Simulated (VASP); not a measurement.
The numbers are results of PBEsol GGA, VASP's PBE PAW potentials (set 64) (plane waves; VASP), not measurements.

A VASP calculation is set up with these files.

POSCAR:
```
Se
1.0
  2.0216429664  -3.5015883213   0.0000000000
  2.0216429664   3.5015883213   0.0000000000
  0.0000000000   0.0000000000   5.1265898408
Se
3
direct
  0.0000000000   0.2483172003   0.6666670000
  0.7516827997   0.7516827997   0.0000000000
  0.2483172003   0.0000000000   0.3333330000
```

INCAR:
```
SYSTEM = Se
PREC = Accurate
ENCUT = 480
EDIFF = 1E-7
NELM = 100
ALGO = Normal
LREAL = .FALSE.
LASPH = .TRUE.
ISMEAR = 0
SIGMA = 0.05
GGA = PS
LMAXMIX = 4
LWAVE = .FALSE.
LCHARG = .FALSE.
ISIF = 3
IBRION = 2
NSW = 40
EDIFFG = -0.01
PSTRESS = 10
```

**KPOINTS**
```
kpoints
0
gamma
6 6 4
```

POTCAR, in this order: Se (PBE.64 set). Program: vasp_std.

Energy and stress use the plane-wave basis of the starting cell. Without a dispersion term in the relaxation, distances and binding between the weakly bound layers, chains or molecules are unreliable, and so is what depends on them.

Question: Predict the energy per atom (σ→0), volume per atom, band gap (on the k-mesh).

Answer: 
| Quantity | Value |
|---|---|
| energy per atom (σ→0) | -3.850 eV/atom |
| band gap (on the k-mesh) | 0.33 eV |
| volume per atom | 23.32 Å^3/atom |

**OSZICAR**
```
...
   8 F= -.11113494E+02 E0= -.11113494E+02  d E =-.137325E-03
       N       E                     dE             d eps       ncg     rms          rms(c)
DAV:   1    -0.115503575630E+02    0.11458E-03   -0.15105E-02   624   0.764E-01    0.699E-02
DAV:   2    -0.115502354605E+02    0.12210E-03   -0.42657E-04   719   0.143E-01    0.369E-02
DAV:   3    -0.115501929120E+02    0.42548E-04   -0.11426E-04   679   0.674E-02    0.857E-03
DAV:   4    -0.115501931911E+02   -0.27906E-06   -0.66071E-06   689   0.187E-02    0.476E-03
DAV:   5    -0.115501932880E+02   -0.96922E-07   -0.38528E-07   679   0.448E-03
   9 F= -.11113619E+02 E0= -.11113619E+02  d E =-.125434E-03
```

The compound is Se in the trig structure. This run relaxes it under an external pressure of 1 GPa. Symmetry was kept, so distortions that lower it aren't found.
